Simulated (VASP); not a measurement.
The input files of a VASP run:

File KPOINTS:
```
K-points
0
gamma
 12 12 12
0 0 0
```

### INCAR
```
! general
SYSTEM  = Ge2W
PREC    = Accurate
ENCUT   = 400
LREAL   = F
LASPH   = T

! electronic loop
EDIFF   = 1E-6
NELM    = 100
ALGO    = Normal
LMAXMIX = 6

! smearing
ISMEAR  = 1
SIGMA   = 0.1

! functional
GGA     = PS

! ions
IBRION  = 2
NSW     = 60
ISIF    = 3
EDIFFG  = -0.02

! output
LWAVE   = F
LCHARG  = F
```

File POSCAR:
```
Ge2W
1
   -1.6499660738     1.6499660738     4.0970847995
    1.6499660738    -1.6499660738     4.0970847995
    1.6499660738     1.6499660738    -4.0970847995
Ge W
2 1
Direct
  0.3372583019   0.3372583019   0.0000000000
  0.6627416981   0.6627416981   1.0000000000
  0.0000000000   0.0000000000   1.0000000000
```

POTCAR, in this order: Ge_d W_sv (PBE.64 set). Program: vasp_std.

**Question.** Write an equivalent input for Quantum ESPRESSO's pw.x.

**Answer.** One equivalent input (not run):
```
&CONTROL
  calculation = 'vc-relax'
  pseudo_dir = './pseudo'
  outdir = './out'
  tprnfor = .true.
  tstress = .true.
  nstep = 60
  forc_conv_thr = 0.00078
/
&SYSTEM
  ibrav = 0
  nat = 3
  ntyp = 2
  ecutwfc = 78
  occupations = 'smearing'
  smearing = 'methfessel-paxton'
  degauss = 0.00735
  input_dft = 'pbesol'
/
&ELECTRONS
  conv_thr = 7.3e-08
  electron_maxstep = 100
/
&IONS
/
&CELL
/
ATOMIC_SPECIES
  Ge 72.630 Ge.upf
  W 183.840 W.upf
CELL_PARAMETERS angstrom
    -1.6499661    1.6499661    4.0970848
     1.6499661   -1.6499661    4.0970848
     1.6499661    1.6499661   -4.0970848
ATOMIC_POSITIONS crystal
  Ge   0.3372583  0.3372583  0.0000000
  Ge   0.6627417  0.6627417  1.0000000
  W    0.0000000  0.0000000  1.0000000
K_POINTS automatic
  12 12 12 0 0 0
```
The two are equivalent in intent, not identical: the potentials are each code's own (VASP's PAW set, PseudoDojo norm-conserving files in pw.x), so ENCUT and ecutwfc are chosen apart and not converted; conv_thr bounds pw.x's estimated SCF error, while EDIFF bounds the energy change between steps; forc_conv_thr acts on force components and is met together with etot_conv_thr.

The structure comes from a measured Ge2W entry (I4/mmm) of the Crystallography Open Database, whose conditions weren't checked. This run relaxes it. Symmetry was kept, so distortions that lower it aren't found. The start is the result of an earlier pass.
